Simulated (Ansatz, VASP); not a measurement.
# ZnB2S4 in two plane-wave programs, part 2 of 2

Aim: how closely do two programs agree when they are given the same cell, functional and k mesh? The cell is invented: As first built, before any earlier steps moved the atoms (in the runner's words): B for Ga in the ZnGa2S4 structure of space group I-4. It may not be a known or stable phase. The cell is taken from a series of runs on this material, whose earlier steps may have relaxed, scaled, displaced or heated it; both programs get it as it stands.

VASP 6.6.1 and Ansatz 0.2.0.

So far. Step 3 (VASP: single point, r2SCAN, pair 1): The run ends at a pressure of -0.20 GPa, with forces up to 0.018 eV/Å.

## Step 5: Ansatz: single point, r2SCAN, pair 2

Level of this step: Ansatz beside VASP: Kohn-Sham DFT, plane waves, r2SCAN (Ansatz).

With cell and atoms fixed, the geometry can't cause a difference; cores, projectors, grids and the points listed under the comparison can.

The cell is taken from a series of runs on this material, whose earlier steps may have relaxed, scaled, displaced or heated it; both programs get it as it stands.

The input, input.yaml:

```yaml
crystal:
  lattice:
    - [-2.5184394285, 2.5184394285, 4.3310624473]
    - [2.5184394285, -2.5184394285, 4.3310624473]
    - [2.5184394285, 2.5184394285, -4.3310624473]
  atoms:
    - { symbol: Zn, position: [0.25, 0.75, 0.5] }
    - { symbol: B, position: [0.0, 0.0, 0.0] }
    - { symbol: B, position: [0.75, 0.25, 0.5] }
    - { symbol: S, position: [0.3783308741, 0.3144009837, 0.4599145992] }
    - { symbol: S, position: [0.6855990163, 0.1455136155, 0.0639298904] }
    - { symbol: S, position: [0.8544863845, 0.9184162749, 0.5400854008] }
    - { symbol: S, position: [0.0815837251, 0.6216691259, 0.9360701096] }
kpoints:
  mp_grid: { grid: [6, 6, 6] }
  band_path: { path: [VBM, CBM], npoints: 30 }
scf:
  occupations: { method: fixed }
hamiltonian:
  xc: r2scan
output:
  eigenvalues: true
  write_potential: true
  write_density: true
  volumetric_format: npy
```

Launch:

```console
ansatz run input.yaml --threads 2 --pin off --max-ram 4096MiB --backend cpu --events-out ev --progress --plain --runs-dir out
```

Numbers of over 12 decimals in the logs are rounded to 6 here.

The program printed:

```text
[...]
Crystal: 7 atoms, lattice volume = 109.880 Å³
Basis set: ecut = 500 eV, 2791 PW (Γ), exchange–correlation on 180×180×180 points (64 copies of the dense FFT grid, shifted against one another)
Bands: 28, of which v1, the nominal top of the filled ones, is band 21 counted from 1 (20 counted from 0)
Symmetry: 4 space group operations
[...]
k-points: 36 of 216 (time reversal used)
[...]
--- Band table (eV; the first three rows and the last of 36) ---
  k-point 0: bands = [... 17 lower, 3.9343, 6.0371, 6.0371, 6.1263, 9.2242, 9.7569, 11.4039, 11.4039, ... 3 higher]
  k-point 1: bands = [... 17 lower, 4.2177, 5.1837, 5.6346, 5.8962, 9.5989, 10.8451, 11.3876, 11.5089, ... 3 higher]
  k-point 2: bands = [... 17 lower, 4.5216, 4.9389, 5.3426, 5.6660, 10.3632, 11.0407, 11.2131, 11.9148, ... 3 higher]
  k-point 35: bands = [... 17 lower, 3.8526, 4.2940, 5.4827, 5.4827, 9.8975, 10.0170, 10.3090, 10.3090, ... 3 higher]
[key lines of the parts left out:]
SCF converged after 7 iterations
Free energy (F): -7266.228048 eV
Fermi energy:    6.126271 eV
```

## Step 6: VASP: single point, r2SCAN, pair 2

The same cell, functional and mesh now go to VASP, with its own data sets.

The input, INCAR:

```
SYSTEM = ZnB2S4
PREC = Accurate
ENCUT = 460
EDIFF = 1E-06
NELM = 120
ISMEAR = 0
SIGMA = 0.01
LREAL = .FALSE.
ALGO = Normal
METAGGA = R2SCAN
LASPH = .TRUE.
NBANDS = 28
LORBIT = 11
LWAVE = .FALSE.
LCHARG = .FALSE.
ISIF = 2
GGA_COMPAT = .FALSE.
EFERMI = MIDGAP
LMIXTAU = .TRUE.
KPAR = 2
```

The input, POSCAR:

```
ZnB2S4
1.0
   -2.5184394285      2.5184394285      4.3310624473
    2.5184394285     -2.5184394285      4.3310624473
    2.5184394285      2.5184394285     -4.3310624473
Zn B S
1 2 4
Direct
    0.2500000000      0.7500000000      0.5000000000
    0.0000000000      0.0000000000      0.0000000000
    0.7500000000      0.2500000000      0.5000000000
    0.3783308741      0.3144009837      0.4599145992
    0.6855990163      0.1455136155      0.0639298904
    0.8544863845      0.9184162749      0.5400854008
    0.0815837251      0.6216691259      0.9360701096
```

The input, KPOINTS:

```
Automatic mesh
0
Gamma
6 6 6
0 0 0
```

Potentials, in the order of the species: Zn, B and S (PBE family, release 64).

Launch:

```console
mpirun -np 2 vasp_std
```

The program printed:

```text
[banner, memory and clock lines left out]
running    2 mpi-ranks, on    1 nodes
[...]
[... a notice as in an earlier step ...]

 LDA part: xc-table for (None), standard interpolation
 POSCAR, INCAR and KPOINTS ok, starting setup
[...]
entering main loop
       N       E                     dE             d eps       ncg     rms          rms(c)
DAV:   1     0.250435571034E+03    0.25044E+03   -0.18309E+04  2016   0.143E+03
DAV:   2    -0.373952167747E+02   -0.28783E+03   -0.27648E+03  2256   0.320E+02
DAV:   3    -0.674960808121E+02   -0.30101E+02   -0.29694E+02  2444   0.106E+02
DAV:   4    -0.683137266165E+02   -0.81765E+00   -0.81458E+00  2672   0.177E+01
[...]
DAV:  17    -0.598421290856E+02    0.23864E-04   -0.60404E-06  2232   0.261E-02    0.754E-03
DAV:  18    -0.598421578104E+02   -0.28725E-04   -0.12721E-05  2172   0.348E-02    0.355E-03
DAV:  19    -0.598421580675E+02   -0.25711E-06   -0.49105E-07  1276   0.575E-03
   1 F= -.59842158E+02 E0= -.59842158E+02  d E =0.000000E+00
```

OUTCAR, selected parts (step 6):

```text
  Total       -0.1179373     -0.1179373     -0.1059328     -0.0000207      0.0000000      0.0000000
  in kB       -1.7196668     -1.7196668     -1.5446269     -0.0003018      0.0000000      0.0000000
  external PRESSURE =      -1.6613202 kB  Pullay stress =       0.0000000 kB

 POSITION                                       TOTAL-FORCE (eV/Angst)
 -----------------------------------------------------------------------------------
      2.51844      0.00000      2.16553         0.000000     -0.000000     -0.000000
      0.00000      0.00000      0.00000         0.000000     -0.000000      0.000000
      0.00000      2.51844      2.16553        -0.000000     -0.000000      0.000000
      0.99726      1.31927      1.00835        -0.012281      0.006719     -0.009713
     -1.19917      1.52118      3.32272         0.006719      0.012281      0.009713
      1.52118      1.19917      5.33941         0.012281     -0.006719     -0.009713
      3.71761      0.99726     -1.00835        -0.006719     -0.012281      0.009713
 -----------------------------------------------------------------------------------
    total drift:                               -0.000001     -0.000001     -0.000000

  FREE ENERGIE OF THE ION-ELECTRON SYSTEM (eV)
  ---------------------------------------------------
  free  energy   TOTEN  =       -59.8421580675 eV

  energy  without entropy=      -59.8421580675  energy(sigma->0) =      -59.84215807

[... 1 part as in an earlier step ...]

[... 2 further parts left out ...]
[key lines of the parts left out:]
E-fermi :   5.2677
```

The run ends at a pressure of -0.17 GPa, with forces up to 0.017 eV/Å.

## Step 7: Differences

Compared:

```
              quantity  Ansatz   VASP  difference
gap on the k mesh (eV)   3.098  3.111      -0.013
```

A gap on the mesh is an upper bound, since the band edges may lie between its points.

## Step 8: Summary of results

```
difference in gap on the k mesh (single point, r2SCAN, pair 1) : -0.013 eV
difference in gap on the k mesh (single point, r2SCAN, pair 2) : -0.013 eV
```

The difference in gap on the k mesh is -0.013 eV (single point, r2SCAN, pair 1), within the 0.08 eV picked in this series as the mark of a large difference. Such differences can come from data sets, numerical settings and the points named under the comparisons, not from the functional's error against experiment.

[Lines on the potential files, build, host, timing and source positions are cut from VASP's logs without a mark.]

[Logs are printed without paths, hosts, clocks, repeated set-up lines and the standing remarks that a program may print on its own settings, such as how far it seeks lower states.]

[Hosts, paths, dates, database ids (printed as entryN), source tags and the programs' standing remarks are cut or masked in the printed files.]
